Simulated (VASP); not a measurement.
The input files of a VASP run:

File POSCAR:
```
HgTe
1
    0.0000000000     3.1917805040     3.1917805040
    3.1917805040     0.0000000000     3.1917805040
    3.1917805040     3.1917805040     0.0000000000
Hg Te
1 1
Direct
  0.0000000000   0.0000000000   0.0000000000
  0.2500000000   0.2500000000   0.2500000000
```

File KPOINTS:
```
K-points
0
Gamma
 10 10 10
0 0 0
```

INCAR:
```
# general
SYSTEM   =  HgTe
PREC     =  Accurate
ENCUT    =  520
LREAL    =  .FALSE.
LASPH    =  .TRUE.

# electronic loop
EDIFF    =  1E-7
NELM     =  100
ALGO     =  Normal
LMAXMIX  =  6

# smearing
ISMEAR   =  1
SIGMA    =  0.1

# functional
GGA      =  PS

# ions
ISIF     =  2

# output
LWAVE    =  .FALSE.
LCHARG   =  .FALSE.
```

POTCAR, in this order: Hg Te (PBE.64 set). Program: vasp_std.

Translate this PBEsol calculation to Quantum ESPRESSO's pw.x.

One equivalent input (not run):
```
&CONTROL
  calculation = 'scf'
  pseudo_dir = './pseudo'
  outdir = './out'
  tprnfor = .true.
  tstress = .true.
/
&SYSTEM
  ibrav = 0
  nat = 2
  ntyp = 2
  ecutwfc = 82.3
  occupations = 'smearing'
  smearing = 'methfessel-paxton'
  degauss = 0.00735
  input_dft = 'pbesol'
/
&ELECTRONS
  conv_thr = 7.3e-09
  electron_maxstep = 100
/
ATOMIC_SPECIES
  Hg 200.592 Hg.upf
  Te 127.600 Te.upf
CELL_PARAMETERS angstrom
     0.0000000    3.1917805    3.1917805
     3.1917805    0.0000000    3.1917805
     3.1917805    3.1917805    0.0000000
ATOMIC_POSITIONS crystal
  Hg   0.0000000  0.0000000  0.0000000
  Te   0.2500000  0.2500000  0.2500000
K_POINTS automatic
  10 10 10 0 0 0
```
Limits of the translation: the potentials are each code's own (VASP's PAW set, PseudoDojo norm-conserving files in pw.x), so ENCUT and ecutwfc are chosen apart and not converted; conv_thr bounds pw.x's estimated SCF error, while EDIFF bounds the energy change between steps.

The compound is HgTe in the zinc blende structure. This cell is one point of a volume scan, at 0.94 of the reference volume.
